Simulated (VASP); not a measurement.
A run of VASP 6.6.1 is set up as follows.

File INCAR:

```
SYSTEM = CdBr2
  PREC = Accurate
  ENCUT = 520
  EDIFF = 1E-6
  ISMEAR = 0
  SIGMA = 0.05
  LREAL = .False.
  LASPH = .True.
  NELM = 100
  ALGO = Fast
  ISIF = 2
  LWAVE = .False.
  LCHARG = .False.
  NBANDS = 20
```

The input KPOINTS:

```
regular mesh
0
Gamma
  9 9 9
  0 0 0
```

File POSCAR:

```
CdBr2
1.0
    2.0342499231      1.1744747407      6.4100299000
   -2.0342499231      1.1744747407      6.4100299000
    0.0000000000     -2.3489494814      6.4100299000
Cd Br
1 2
Direct
    0.0000000000      0.0000000000      0.0000000000
    0.2500000000      0.2500000000      0.2500000000
    0.7500000000      0.7500000000      0.7500000000
```

Potentials or basis: VASP PAW LDA potentials, release 64 (Cd, Br).

Launch:

```sh
$ cat potpaw_LDA.64/Cd/POTCAR potpaw_LDA.64/Br/POTCAR > POTCAR
$ mpirun -np 1 vasp_std > vasp.out
```

Q: Estimate the band gap on the k mesh.

A: 2.32 eV, indirect (least direct gap 2.48 eV).

Q: Estimate the largest force.

A: 0.598 eV/Å.

Q: Predict the pressure.

A: -4.3 GPa.

Forces in eV/Å, atoms in the order of the input:
```
Cd   0.000  0.000  0.000
Br   0.000  0.000  0.598
Br   0.000  0.000 -0.598
```

Caveat: an odd mesh through Γ misses points on the zone boundary, where band edges often lie; the cell's inner coordinates are idealised or old, which leaves forces on the atoms.
